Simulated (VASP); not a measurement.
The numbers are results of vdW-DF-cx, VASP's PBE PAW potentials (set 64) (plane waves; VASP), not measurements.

The input files of a VASP run:

### INCAR
```
SYSTEM  =  KZnF3
PREC  =  Accurate; ENCUT  =  520; LREAL  =  .FALSE.
LASPH  =  .TRUE.
EDIFF  =  1E-7; NELM  =  100; ALGO  =  Normal
LMAXMIX  =  4
ISMEAR  =  -5
GGA  =  CX; LUSE_VDW  =  .TRUE.; AGGAC  =  0.0
ISIF  =  2
LWAVE  =  .FALSE.; LCHARG  =  .TRUE.; LORBIT  =  11
NEDOS  =  601
LEFG  =  .TRUE.
```

### KPOINTS
```
K-points
0
gamma
 6 6 6
0 0 0
```

File POSCAR:
```
KZnF3
4.0745080
  1.0000000094   0.0000000000   0.0000000000
  0.0000000000   1.0000000094   0.0000000000
  0.0000000000   0.0000000000   1.0000000094
K Zn F
1 1 3
direct
  0.0000000000   0.0000000000   0.0000000000
  0.5000000000   0.5000000000   0.5000000000
  0.5000000000   0.0000000000   0.5000000000
  0.0000000000   0.5000000000   0.5000000000
  0.5000000000   0.5000000000   0.0000000000
```

POTCAR, in this order: K_sv Zn F (PBE.64 set). Program: vasp_std.

The run wrote:

**OUTCAR**
```
 ion  position               nearest neighbor table
   1  0.000  0.000  0.000-
   2  0.500  0.500  0.500-   3 2.04   4 2.04   5 2.04   5 2.04   3 2.04   4 2.04
   3  0.500  0.000  0.500-   2 2.04   2 2.04
   4  0.000  0.500  0.500-   2 2.04   2 2.04
   5  0.500  0.500  0.000-   2 2.04   2 2.04
  LATTYP: Found a simple cubic cell.
 ALAT       =     4.0745080382
 Subroutine PRICEL returns:
 Original cell was already a primitive cell.
 Subroutine GETGRP returns: Found 48 space group operations
The static configuration has the point symmetry O_h .
The dynamic configuration has the point symmetry O_h .
 Subroutine INISYM returns: Found 48 space group operations
 Subroutine IBZKPT returns following result:
 Found     20 irreducible k-points:

 Following reciprocal coordinates:
            Coordinates               Weight
  0.000000  0.000000  0.000000      1.000000
  0.166667  0.000000  0.000000      6.000000
  0.333333  0.000000  0.000000      6.000000
  0.500000  0.000000  0.000000      3.000000
  0.166667  0.166667  0.000000     12.000000
  0.333333  0.166667  0.000000     24.000000
  0.500000  0.166667  0.000000     12.000000
  0.333333  0.333333  0.000000     12.000000
  0.500000  0.333333  0.000000     12.000000
  0.500000  0.500000  0.000000      3.000000
  0.166667  0.166667  0.166667      8.000000
  0.333333  0.166667  0.166667     24.000000
  0.500000  0.166667  0.166667     12.000000
  0.333333  0.333333  0.166667     24.000000
  0.500000  0.333333  0.166667     24.000000
  0.500000  0.500000  0.166667      6.000000
  0.333333  0.333333  0.333333      8.000000
  0.500000  0.333333  0.333333     12.000000
  0.500000  0.500000  0.333333      6.000000
  0.500000  0.500000  0.500000      1.000000
   k-points           NKPTS =     20   k-points in BZ     NKDIM =     20   number of bands    NBANDS=     25
...
```

**OSZICAR**
```
       N       E                     dE             d eps       ncg     rms          rms(c)
DAV:   1     0.462169938075E+03    0.46217E+03   -0.22635E+04  1000   0.201E+03
DAV:   2     0.245288514205E+02   -0.43764E+03   -0.42826E+03  1208   0.493E+02
DAV:   3    -0.107216133490E+02   -0.35250E+02   -0.35137E+02  1186   0.154E+02
DAV:   4    -0.114880481945E+02   -0.76643E+00   -0.76567E+00  1632   0.212E+01
DAV:   5    -0.114956062338E+02   -0.75580E-02   -0.75530E-02  1304   0.174E+00    0.113E+01
DAV:   6    -0.941581876602E+01    0.20798E+01   -0.76164E+00  1475   0.401E+01    0.712E+00
DAV:   7    -0.948459242299E+01   -0.68774E-01   -0.14171E+00  1037   0.836E+00    0.457E+00
DAV:   8    -0.951149665491E+01   -0.26904E-01   -0.57130E-01  1266   0.156E+01    0.161E+00
DAV:   9    -0.947673756287E+01    0.34759E-01   -0.91824E-02  1568   0.909E+00    0.649E-01
DAV:  10    -0.947420386526E+01    0.25337E-02   -0.10158E-01  1442   0.788E+00    0.376E-01
DAV:  11    -0.947327851976E+01    0.92535E-03   -0.16744E-02  1453   0.193E+00    0.135E-01
DAV:  12    -0.947334711454E+01   -0.68595E-04   -0.84736E-04  1095   0.208E-01    0.127E-01
DAV:  13    -0.947339411242E+01   -0.46998E-04   -0.16249E-03  1206   0.299E-01    0.112E-01
DAV:  14    -0.947357592292E+01   -0.18181E-03   -0.50939E-04  1392   0.396E-01    0.143E-01
DAV:  15    -0.947351778986E+01    0.58133E-04   -0.68095E-05  1400   0.205E-01    0.127E-01
DAV:  16    -0.947336489889E+01    0.15289E-03   -0.16692E-04  1234   0.113E-01    0.830E-02
DAV:  17    -0.947328883007E+01    0.76069E-04   -0.12970E-04  1330   0.138E-01    0.441E-02
DAV:  18    -0.947326545310E+01    0.23377E-04   -0.58813E-05  1331   0.864E-02    0.188E-02
DAV:  19    -0.947326330702E+01    0.21461E-05   -0.61995E-06  1578   0.259E-02    0.131E-02
DAV:  20    -0.947326424285E+01   -0.93582E-06   -0.61237E-07  1070   0.618E-03    0.151E-02
DAV:  21    -0.947326155543E+01    0.26874E-05   -0.50888E-06  1194   0.192E-02    0.713E-03
DAV:  22    -0.947326082142E+01    0.73401E-06   -0.22164E-06  1268   0.128E-02    0.213E-03
DAV:  23    -0.947326076273E+01    0.58691E-07   -0.16786E-07   609   0.437E-03
   1 F= -.94732608E+01 E0= -.94732608E+01  d E =0.000000E+00
```

### OUTCAR
```
------------------------ aborting loop because EDIFF is reached ----------------------------------------
  FORCE on cell =-STRESS in cart. coord.  units (eV):
  Direction    XX          YY          ZZ          XY          YZ          ZX
  --------------------------------------------------------------------------------------
  Total        0.0310331      0.0310331      0.0310331      0.0000000     -0.0000000      0.0000000
  in kB        0.7350377      0.7350377      0.7350377      0.0000000     -0.0000000      0.0000000
  external PRESSURE =       0.7350377 kB  Pullay stress =       0.0000000 kB
  volume of cell :       67.64
      direct lattice vectors                 reciprocal lattice vectors
     4.074508038  0.000000000  0.000000000     0.245428403  0.000000000  0.000000000
     0.000000000  4.074508038  0.000000000     0.000000000  0.245428403  0.000000000
     0.000000000  0.000000000  4.074508038     0.000000000  0.000000000  0.245428403
 POSITION                                       TOTAL-FORCE (eV/Angst)
 -----------------------------------------------------------------------------------
      0.00000      0.00000      0.00000         0.000000      0.000000      0.000000
      2.03725      2.03725      2.03725         0.000000      0.000000      0.000000
      2.03725      0.00000      2.03725         0.000000      0.000000      0.000000
      0.00000      2.03725      2.03725         0.000000      0.000000      0.000000
      2.03725      2.03725      0.00000         0.000000      0.000000      0.000000
 -----------------------------------------------------------------------------------
    total drift:                                0.000000      0.000000     -0.000000
  FREE ENERGIE OF THE ION-ELECTRON SYSTEM (eV)
  ---------------------------------------------------
  free  energy   TOTEN  =        -9.4732607627 eV

  energy  without entropy=       -9.4732607627  energy(sigma->0) =       -9.47326076

 total charge

# of ion       s       p       d       tot
------------------------------------------
    1        1.953   5.580   0.022   7.555
    2        0.340   0.363   9.948  10.651
    3        1.729   4.357   0.000   6.086
    4        1.729   4.357   0.000   6.086
    5        1.729   4.357   0.000   6.086
--------------------------------------------------
tot          7.479  19.015   9.970  36.464

 Electric field gradients after diagonalization (V/A^2)
 (convention: |V_zz| > |V_xx| > |V_yy|)
----------------------------------------------------------------------
 ion       V_xx      V_yy      V_zz     asymmetry (V_yy - V_xx)/ V_zz
----------------------------------------------------------------------
   1      -0.000     0.000    -0.000      -0.186
   2      -0.000     0.000    -0.000      -1.315
   3     -51.208   -51.208   102.416       0.000
   4     -51.208   -51.208   102.416       0.000
   5     -51.208   -51.208   102.416       0.000
```
(Selected blocks of OUTCAR.)

File OUTCAR:
```
 val. band max:       -1.0494061185   @ k =   0.5000   0.5000   0.5000

 cond. band min:       2.7298804853   @ k =   0.0000   0.0000   0.0000


 Fermi energy:        -0.9885997172

 k-point     1 :       0.0000    0.0000    0.0000
  band No.  band energies     occupation
      1     -27.9204      2.00000
      2     -22.3785      2.00000
      3     -21.7654      2.00000
      4     -21.7654      2.00000
      5     -11.4780      2.00000
      6     -11.4780      2.00000
      7     -11.4780      2.00000
      8      -5.0580      2.00000
      9      -5.0580      2.00000
     10      -5.0580      2.00000
     11      -4.4320      2.00000
     12      -4.4320      2.00000
     13      -4.4320      2.00000
     14      -4.0995      2.00000
     15      -4.0995      2.00000
     16      -2.9976      2.00000
     17      -2.9976      2.00000
     18      -2.9976      2.00000
     19      -2.7974      2.00000
     20      -2.7974      2.00000
     21      -2.7974      2.00000
     22       2.7299      0.00000
     23       7.8354      0.00000
     24       7.8354      0.00000
     25       8.3968      0.00000

 k-point     2 :       0.1667    0.0000    0.0000
  band No.  band energies     occupation
      1     -27.9153      2.00000
      2     -22.3464      2.00000
      3     -21.7941      2.00000
      4     -21.7636      2.00000
      5     -11.4775      2.00000
      6     -11.4675      2.00000
      7     -11.4675      2.00000
      8      -5.5699      2.00000
      9      -5.0456      2.00000
     10      -5.0456      2.00000
     11      -4.5138      2.00000
     12      -4.5138      2.00000
     13      -4.4310      2.00000
     14      -4.0993      2.00000
     15      -3.8008      2.00000
     16      -3.0493      2.00000
     17      -2.9676      2.00000
     18      -2.9676      2.00000
     19      -2.8250      2.00000
     20      -2.7842      2.00000
     21      -2.7842      2.00000
     22       3.2603      0.00000
     23       8.0043      0.00000
...
```

The compound is KZnF3 in the cubic perovskite structure. It was relaxed first.
